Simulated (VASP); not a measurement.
Output of a VASP run:

OUTCAR:
```
 ion  position               nearest neighbor table
   1  0.000  0.000  0.000-
   2  0.500  0.500  0.500-
  LATTYP: Found a face centered cubic cell.
 ALAT       =     6.7012784496
 Subroutine PRICEL returns:
 Original cell was already a primitive cell.
 Subroutine GETGRP returns: Found 48 space group operations
The static configuration has the point symmetry O_h .
The dynamic configuration has the point symmetry O_h .
 Subroutine INISYM returns: Found 48 space group operations
 Subroutine IBZKPT returns following result:
 Found     16 irreducible k-points:

 Following reciprocal coordinates:
            Coordinates               Weight
  0.000000  0.000000  0.000000      1.000000
  0.166667  0.000000  0.000000      8.000000
  0.333333  0.000000  0.000000      8.000000
  0.500000  0.000000  0.000000      4.000000
  0.166667  0.166667  0.000000      6.000000
  0.333333  0.166667  0.000000     24.000000
  0.500000  0.166667  0.000000     24.000000
 -0.333333  0.166667  0.000000     24.000000
 -0.166667  0.166667  0.000000     12.000000
  0.333333  0.333333  0.000000      6.000000
  0.500000  0.333333  0.000000     24.000000
 -0.333333  0.333333  0.000000     12.000000
  0.500000  0.500000  0.000000      3.000000
  0.500000  0.333333  0.166667     24.000000
 -0.333333  0.333333  0.166667     24.000000
 -0.333333  0.500000  0.166667     12.000000
   k-points           NKPTS =     16   k-points in BZ     NKDIM =     16   number of bands    NBANDS=     12
   number of dos      NEDOS =    301   number of ions     NIONS =      2
   total plane-waves  NPLWV =  32768
   dimension x,y,z NGX =    32 NGY =   32 NGZ =   32
   dimension x,y,z NGXF=    64 NGYF=   64 NGZF=   64
   ions per type =               1   1
   PREC   = accura    normal or accurate (medium, high low for compatibility)
   ISTART =      0    job   : 0-new  1-cont  2-samecut
   ICHARG =      2    charge: 1-file 2-atom 10-const
   ISPIN  =      1    spin polarized calculation?
   LNONCOLLINEAR =      F non collinear calculations
   LSORBIT =      F    spin-orbit coupling
   INIWAV =      1    electr: 0-lowe 1-rand  2-diag
   ENCUT  =  400.0 eV  29.40 Ry    5.42 a.u.   7.73  7.73  7.73*2*pi/ulx,y,z
   NELM   =    100;   NELMIN=  2; NELMDL= -5     # of ELM steps
   EDIFF  = 0.1E-05   stopping-criterion for ELM
   LREAL  =      F    real-space projection
   NLSPLINE    = F    spline interpolate recip. space projectors
   LMAXMIX     =    4 max onsite mixed and CHGCAR
   VOSKOWN=      0    Vosko Wilk Nusair interpolation
   EDIFFG = -.1E-01   stopping-criterion for IOM
   NSW    =     60    number of steps for IOM
   NBLOCK =      1;   KBLOCK =     60    inner block; outer block
   IBRION =      2    ionic relax: 0-MD 1-quasi-New 2-CG
   NFREE  =      1    steps in history (QN), initial steepest desc. (CG)
   ISIF   =      3    stress and relaxation
   ISYM   =      2    0-nonsym 1-usesym 2-fastsym
   TEIN   =    0.0    initial temperature
   TEBEG  =    0.0;   TEEND  =   0.0 temperature during run
   SMASS  =  -3.00    Nose mass-parameter (am)
   PSTRESS=    0.0 pullay stress
   NELECT =      16.0000    total number of electrons
   EFERMI =   0.00;   METHOD = LEGACY
   ISMEAR =     0;   SIGMA  =   0.05  broadening in eV -4-tet -1-fermi 0-gaus
   IALGO  =     38    algorithm
   LDIAG  =      T    sub-space diagonalisation (order eigenvalues)
   IMIX   =      4    mixing-type and parameters
     AMIX     =   0.40;   BMIX     =  1.00
     AMIX_MAG =   1.60;   BMIX_MAG =  1.00
     AMIN     =   0.10
   GGA     = PE    functional components
   VOSKOWN =     0    Vosko Wilk Nusair interpolation
   LHFCALC =     F    Hartree Fock is set to
   LHFONE  =     F    Hartree Fock one center treatment
   AEXX    =    0.0000 exact exchange contribution
   IVDW    =     0    specifies the selected vdW correction
   LEPSILON=     F    determine dielectric tensor
   LRPA    =     F    only Hartree local field effects (RPA)
...
```

File OSZICAR:
```
       N       E                     dE             d eps       ncg     rms          rms(c)
DAV:   1     0.886775643497E+02    0.88678E+02   -0.60097E+03   384   0.945E+02
DAV:   2    -0.108649269100E+01   -0.89764E+02   -0.84501E+02   480   0.238E+02
DAV:   3    -0.624776391515E+01   -0.51613E+01   -0.51391E+01   484   0.545E+01
DAV:   4    -0.640609009211E+01   -0.15833E+00   -0.15822E+00   660   0.855E+00
DAV:   5    -0.640725311211E+01   -0.11630E-02   -0.11630E-02   496   0.771E-01    0.291E+00
DAV:   6    -0.622515209677E+01    0.18210E+00   -0.30043E-01   468   0.277E+00    0.212E+00
DAV:   7    -0.621215488897E+01    0.12997E-01   -0.14064E-01   472   0.212E+00    0.101E+00
DAV:   8    -0.622205200097E+01   -0.98971E-02   -0.15990E-02   524   0.103E+00    0.125E-01
DAV:   9    -0.622276459078E+01   -0.71259E-03   -0.90857E-04   488   0.201E-01    0.828E-02
DAV:  10    -0.622322036488E+01   -0.45577E-03   -0.53779E-04   444   0.164E-01    0.171E-02
DAV:  11    -0.622322640308E+01   -0.60382E-05   -0.22047E-05   544   0.269E-02    0.402E-03
DAV:  12    -0.622323034779E+01   -0.39447E-05   -0.38939E-06   440   0.157E-02    0.452E-03
DAV:  13    -0.622323041498E+01   -0.67191E-07   -0.50573E-07   368   0.425E-03
   1 F= -.62232304E+01 E0= -.62232304E+01  d E =-.622323E+01
```

**OUTCAR**
```
------------------------ aborting loop because EDIFF is reached ----------------------------------------
  FORCE on cell =-STRESS in cart. coord.  units (eV):
  Direction    XX          YY          ZZ          XY          YZ          ZX
  --------------------------------------------------------------------------------------
  Total        0.0175698      0.0175698      0.0175698      0.0000000      0.0000000      0.0000000
  in kB        0.3741666      0.3741666      0.3741666      0.0000000      0.0000000      0.0000000
  external PRESSURE =       0.3741666 kB  Pullay stress =       0.0000000 kB
  volume of cell :       75.23
      direct lattice vectors                 reciprocal lattice vectors
     0.000000000  3.350639225  3.350639225    -0.149225257  0.149225257  0.149225257
     3.350639225  0.000000000  3.350639225     0.149225257 -0.149225257  0.149225257
     3.350639225  3.350639225  0.000000000     0.149225257  0.149225257 -0.149225257
  FREE ENERGIE OF THE ION-ELECTRON SYSTEM (eV)
  ---------------------------------------------------
  free  energy   TOTEN  =        -6.2232304150 eV

  energy  without entropy=       -6.2232304150  energy(sigma->0) =       -6.22323041

 reached required accuracy - stopping structural energy minimisation
```
(Selected blocks of OUTCAR.)

### POSCAR
```
KBr
1
    0.0000000000     3.3506392248     3.3506392248
    3.3506392248     0.0000000000     3.3506392248
    3.3506392248     3.3506392248    -0.0000000000
K Br
1 1
Direct
  0.0000000000   0.0000000000   0.0000000000
  0.5000000000   0.5000000000   0.5000000000
```

Q: Reconstruct the remaining input files.

A: This is not unique; one that fits is the input of the run itself, PBE GGA, plane waves, VASP's PBE PAW potentials (set 64).

**KPOINTS**
```
Automatic mesh
0
Gamma
6 6 6
0 0 0
```

**INCAR**
```
! general
SYSTEM =KBr
PREC   =Accurate
ENCUT  =400
LREAL  =F   ! projection in real space or not
LASPH  =T

! electronic loop
EDIFF  =1E-6
NELM   =100
ALGO   =Normal   ! blocked Davidson
LMAXMIX=4   ! l cut-off of mixed one-centre charges

! smearing
ISMEAR =0
SIGMA  =0.05

! functional
GGA    =PE

! ions
IBRION =2   ! conjugate gradients
NSW    =60
ISIF   =3
EDIFFG =-0.01   ! ionic stop

! output
LWAVE  =F
LCHARG =F
```

POTCAR, in this order: K_sv Br (PBE.64 set). Program: vasp_std.

The compound is KBr in the rock salt structure. It was relaxed first. The start is the result of an earlier pass.
